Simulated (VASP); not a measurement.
Runs of VASP 6.6.1 on I3Ga. The cell holds a molecule in a box, 4 atoms: a = 12.000 Å, b = 14.000 Å, c = 12.000 Å, α = 90.00°, β = 90.00°, γ = 90.00°. 

```csv
task,level,cell,gap on the mesh (eV),largest force (eV/Å)
single point,revPBE+D3(BJ),as given,3.27,0.30
relaxation of the atoms,PBE,"atoms relaxed from: atoms moved at random, drawn with an rms of 0.02 Å",3.10,-
single point,PBE,"atoms moved at random, drawn with an rms of 0.05 Å",3.01,0.71
atomic charges,PBE+TS,as given,3.23,(a)
relaxation of the atoms,RPBE,atoms relaxed,(b),-
```

Alike in all rows: potentials or basis VASP PAW PBE potentials, release 64 (I, Ga_d); no spin polarisation; k mesh 1 × 1 × 1; cutoff (eV) 520; smearing gaussian 0.01 eV.

Q: Fill in the values left out.

A: (a) 0.23; (b) 3.04.

Caveats: spin-orbit coupling is left out, which moves the levels of the heavy elements; the PAW data sets were made with another functional, which shifts forces and pressure a little (some runs).

A k mesh can miss the band edges, and the runs leave out spin-orbit coupling on Ga, I.
